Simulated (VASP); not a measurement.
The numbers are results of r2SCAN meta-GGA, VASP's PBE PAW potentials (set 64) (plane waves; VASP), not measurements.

The input files of a VASP run:

**INCAR**
```
! general
SYSTEM =CuI
PREC   =Accurate
ENCUT  =400   ! plane-wave cut-off (eV)
LREAL  =.FALSE.   ! projection in real space or not
LASPH  =.TRUE.   ! aspherical one-centre terms

! electronic loop
EDIFF  =1E-7   ! SCF stop (eV)
NELM   =100
ALGO   =Normal   ! blocked Davidson
LMAXMIX=4
LMIXTAU=.TRUE.

! smearing
ISMEAR =-5

! functional
METAGGA=R2SCAN

! ions
ISIF   =2

! output
LWAVE  =.FALSE.
LCHARG =.FALSE.
LORBIT =11   ! lm-projected
NEDOS  =601
```

### KPOINTS
```
Automatic
0
Gamma
9 9 9
```

**KPOINTS_OPT**
```
k-points along high-symmetry lines
10
Line-mode
Reciprocal
  0.000000   0.000000   0.000000 ! GAMMA
 -0.500000  -0.500000   0.000000 ! X

 -0.500000  -0.500000   0.000000 ! X
 -0.375000  -0.375000   0.250000 ! U

 -0.375000   0.000000   0.375000 ! K
  0.000000   0.000000   0.000000 ! GAMMA

  0.000000   0.000000   0.000000 ! GAMMA
  0.000000   0.000000   0.500000 ! L

  0.000000   0.000000   0.500000 ! L
 -0.500000  -0.250000   0.250000 ! W

 -0.500000  -0.250000   0.250000 ! W
 -0.500000  -0.500000   0.000000 ! X
```

POSCAR:
```
CuI
1
   -0.0000000000     3.0056885868     3.0056885868
    3.0056885868     0.0000000000     3.0056885868
    3.0056885868     3.0056885868     0.0000000000
Cu I
1 1
Direct
  0.2500000000   0.2500000000   0.2500000000
  0.0000000000   0.0000000000   0.0000000000
```

POTCAR, in this order: Cu I (PBE.64 set). Program: vasp_std.

The resulting files:

### OSZICAR
```
       N       E                     dE             d eps       ncg     rms          rms(c)
DAV:   1     0.612992893669E+02    0.61299E+02   -0.66966E+03   910   0.122E+03
DAV:   2    -0.327685850188E+02   -0.94068E+02   -0.87526E+02   928   0.251E+02
DAV:   3    -0.389146711276E+02   -0.61461E+01   -0.60488E+01  1253   0.727E+01
DAV:   4    -0.390840925895E+02   -0.16942E+00   -0.16931E+00   953   0.114E+01
DAV:   5    -0.390918086003E+02   -0.77160E-02   -0.77157E-02  1383   0.278E+00    0.598E+00
DAV:   6    -0.361100560967E+02    0.29818E+01   -0.87475E+00   910   0.820E+01    0.490E+00
DAV:   7    -0.357944199608E+02    0.31564E+00   -0.15503E+00  1020   0.476E+01    0.246E+00
DAV:   8    -0.358102207281E+02   -0.15801E-01   -0.61466E-01  1033   0.225E+01    0.145E+00
DAV:   9    -0.357299744050E+02    0.80246E-01   -0.21387E-01  1150   0.126E+01    0.221E-01
DAV:  10    -0.357912891548E+02   -0.61315E-01   -0.26275E-02   910   0.174E+00    0.109E-01
DAV:  11    -0.357914984026E+02   -0.20925E-03   -0.56060E-04  1197   0.251E-01    0.697E-02
DAV:  12    -0.357906870883E+02    0.81131E-03   -0.17791E-03  1080   0.129E+00    0.104E-01
DAV:  13    -0.357915500511E+02   -0.86296E-03   -0.16066E-03  1070   0.121E+00    0.146E-02
DAV:  14    -0.357915371074E+02    0.12944E-04   -0.44699E-05   930   0.803E-02    0.951E-03
DAV:  15    -0.357915625010E+02   -0.25394E-04   -0.20013E-05  1117   0.975E-02    0.307E-03
DAV:  16    -0.357915618476E+02    0.65341E-06   -0.14994E-06  1180   0.115E-02    0.146E-03
DAV:  17    -0.357915632076E+02   -0.13600E-05   -0.10518E-06   945   0.146E-02    0.119E-03
DAV:  18    -0.357915629432E+02    0.26439E-06   -0.13261E-07   670   0.480E-03    0.560E-04
DAV:  19    -0.357915629839E+02   -0.40697E-07   -0.67648E-08   665   0.427E-03
   1 F= -.35791563E+02 E0= -.35791563E+02  d E =0.000000E+00
       N       E                     dE             ncg
       N       E                     dE             ncg
```

**OUTCAR**
```
------------------------ aborting loop because EDIFF is reached ----------------------------------------
  FORCE on cell =-STRESS in cart. coord.  units (eV):
  Direction    XX          YY          ZZ          XY          YZ          ZX
  --------------------------------------------------------------------------------------
  Total       -0.0036964     -0.0036964     -0.0036964     -0.0000000      0.0000000      0.0000000
  in kB       -0.1090500     -0.1090500     -0.1090500     -0.0000000      0.0000000      0.0000000
  external PRESSURE =      -0.1090500 kB  Pullay stress =       0.0000000 kB
  volume of cell :       54.31
      direct lattice vectors                 reciprocal lattice vectors
     0.000000000  3.005688587  3.005688587    -0.166351232  0.166351232  0.166351232
     3.005688587  0.000000000  3.005688587     0.166351232 -0.166351232  0.166351232
     3.005688587  3.005688587  0.000000000     0.166351232  0.166351232 -0.166351232
  FREE ENERGIE OF THE ION-ELECTRON SYSTEM (eV)
  ---------------------------------------------------
  free  energy   TOTEN  =       -35.7915629839 eV

  energy  without entropy=      -35.7915629839  energy(sigma->0) =      -35.79156298

 total charge

# of ion       s       p       d       tot
------------------------------------------
    1        0.327   0.283   9.360   9.970
    2        1.491   2.818   0.057   4.366
--------------------------------------------------
tot          1.818   3.101   9.417  14.336
```
(Selected blocks of OUTCAR.)

### OUTCAR
```
 val. band max:        4.5407098632   @ k =   0.0000   0.0000   0.0000

 cond. band min:       6.2284376585   @ k =   0.0000   0.0000   0.0000


 Fermi energy:         4.5680166588

 k-point     1 :       0.0000    0.0000    0.0000
  band No.  band energies     occupation
      1     -10.1260      2.00000
      2       0.6224      2.00000
      3       0.6224      2.00000
      4       0.6224      2.00000
      5       2.5989      2.00000
      6       2.5989      2.00000
      7       4.5407      2.00000
      8       4.5407      2.00000
      9       4.5407      2.00000
     10       6.2284      0.00000
     11       9.7514      0.00000
     12       9.7516      0.00000
     13       9.7516      0.00000

 k-point     2 :       0.1111    0.0000    0.0000
  band No.  band energies     occupation
      1     -10.0618      2.00000
      2       0.3827      2.00000
      3       0.6271      2.00000
      4       0.6272      2.00000
      5       2.5933      2.00000
      6       2.5933      2.00000
      7       4.0253      2.00000
      8       4.4418      2.00000
      9       4.4418      2.00000
     10       6.7937      0.00000
     11       9.6597      0.00000
     12       9.9398      0.00000
     13       9.9400      0.00000

 k-point     3 :       0.2222    0.0000    0.0000
  band No.  band energies     occupation
      1      -9.8906      2.00000
      2      -0.2276      2.00000
      3       0.6370      2.00000
      4       0.6370      2.00000
      5       2.5876      2.00000
      6       2.5876      2.00000
      7       3.3529      2.00000
      8       4.2105      2.00000
      9       4.2106      2.00000
     10       7.2665      0.00000
     11      10.1692      0.00000
     12      10.2748      0.00000
     13      10.2750      0.00000

 k-point     4 :       0.3333    0.0000    0.0000
  band No.  band energies     occupation
      1      -9.6785      2.00000
      2      -0.9145      2.00000
      3       0.6441      2.00000
...
```

Unless said otherwise, spin-orbit coupling is left out, though it shifts the bands of the heavy elements here.

The structure comes from a measured CuI entry (F-43m) of the Crystallography Open Database, whose conditions weren't checked. It was relaxed first.
